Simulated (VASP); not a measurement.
```
Lu
1.0
    3.57645     0.00000     0.00000
   -1.78822     3.09730     0.00000
    0.00000     0.00000     5.53648
Lu
2
Cartesian
  0.00000   2.06487   1.38412
  1.78823   1.03243   4.15236
```

Calculation: PBE GGA, VASP's PBE PAW potentials (set 64) (plane waves; VASP). Run with 420 eV cut-off, 19×19×11 Γ-centred mesh shifted by (0.5, 0.5, 0.5), Gaussian smearing of 0.050 eV, potentials Lu_3.

Energy and stress use the plane-wave basis of the starting cell.

The ions, cell shape and volume are relaxed. Give the cell that the relaxation ends in.

```
Lu
1.0
    3.52006     0.00000     0.00000
   -1.76003     3.04846     0.00000
    0.00000     0.00000     5.47643
Lu
2
Cartesian
  0.00000   2.03231   1.36911
  1.76003   1.01615   4.10732
```
Space group P6_3/mmc (194), at a tolerance of 0.03 Å.

How do energy and volume change from the first to the last step?

The energy (σ→0) changes by -7.9 meV/atom and the volume by -4.2 %, in 7 ionic steps.

The structure comes from a computed database's Lu entry; how it stands against other phases isn't given here. This run relaxes it. Symmetry was kept, so distortions that lower it aren't found. The run is one of a series of settings (EDIFF = 1E-09, EDIFFG = -0.005, ENCUT = 420, IBRION = 2, ISIF = 3, NSW = 50, KPOINTS 19×19×11 Γ-centred mesh shifted by (0.5, 0.5, 0.5) against the base run), some of them coarse on purpose.
